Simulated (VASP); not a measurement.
Here is the system:

```yaml
crystal:
  lattice:
    - [4.30053, 0.00000, 0.00000]
    - [0.00000, 4.30053, 0.00000]
    - [0.00000, 0.00000, 4.30053]
  atoms:
    - { symbol: Cs, position: [0.00000, 0.00000, 0.00000] }
    - { symbol: Br, position: [0.50000, 0.50000, 0.50000] }
```

Level of theory: r2SCAN meta-GGA, VASP's PBE PAW potentials (set 64) (plane waves; VASP). Settings: 480 eV cut-off, 6×6×6 Γ-centred mesh, Gaussian smearing of 0.050 eV, potentials Cs_sv Br.

Unless said otherwise, spin-orbit coupling is left out, though it shifts the bands of the heavy elements here.

Problem. Predict the energy per atom (σ→0), band gap (on the k-mesh) with the smallest direct gap where there is one.

Solution. 
```yaml
band gap (on the k-mesh): 5.24 eV
smallest direct gap (on the k-mesh): 5.24 eV
energy per atom (σ→0): -21.162 eV/atom
```

Only differences to runs with the same potentials and settings are physical.

The compound is CsBr in the CsCl type structure. This cell was strained or had an atom moved on purpose.
